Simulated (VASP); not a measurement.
A run of VASP 6.6.1:

Contents of INCAR:

```
PREC = Accurate
ENCUT = 520
EDIFF = 1E-6
ISMEAR = 0
SIGMA = 0.1
LREAL = Auto
LASPH = True
NELM = 100
ALGO = Fast
ISIF = 2
LWAVE = False
LCHARG = False
GGA = PE
ISYM = 0
NBANDS = 86
```

KPOINTS

```
Automatic mesh
0
Gamma
  2 2 2
  0.5 0.5 0.5
```

The input POSCAR:

```
CdSe
1.0
   -6.1405423972     -6.1405423972      0.0000000000
    0.0000000000     -6.1405423972      6.1405423972
   -6.1405423972      0.0000000000      6.1405423972
Cd Se
8 8
Direct
    0.5000000000      0.0000000000      0.0000000000
    0.0000000000      0.0000000000      0.0000000000
    0.5000000000      0.5000000000      0.0000000000
    0.0000000000      0.5000000000      0.0000000000
    0.5000000000      0.0000000000      0.5000000000
    0.0000000000      0.0000000000      0.5000000000
    0.5000000000      0.5000000000      0.5000000000
    0.0000000000      0.5000000000      0.5000000000
    0.3750000000      0.3750000000      0.3750000000
    0.8750000000      0.3750000000      0.3750000000
    0.3750000000      0.8750000000      0.3750000000
    0.8750000000      0.8750000000      0.3750000000
    0.3750000000      0.3750000000      0.8750000000
    0.8750000000      0.3750000000      0.8750000000
    0.3750000000      0.8750000000      0.8750000000
    0.8750000000      0.8750000000      0.8750000000
```

Potentials or basis: VASP PAW PBE potentials, release 64 (Cd, Se).

Run with:

```console
$ cat potpaw_PBE.64/Cd/POTCAR potpaw_PBE.64/Se/POTCAR > POTCAR
$ mpirun -np 1 vasp_std > vasp.out
```

Hardware: 1 thread of Intel(R) Xeon(R) 6975P-C (Granite Rapids), on a shared host.

Q: How long does it take, and how much memory?

A: Run time: 13 min on 1 thread of Intel(R) Xeon(R) 6975P-C (Granite Rapids), on a shared host, peak memory 0.9 GiB. Counts: scf iterations 15, k points 16.
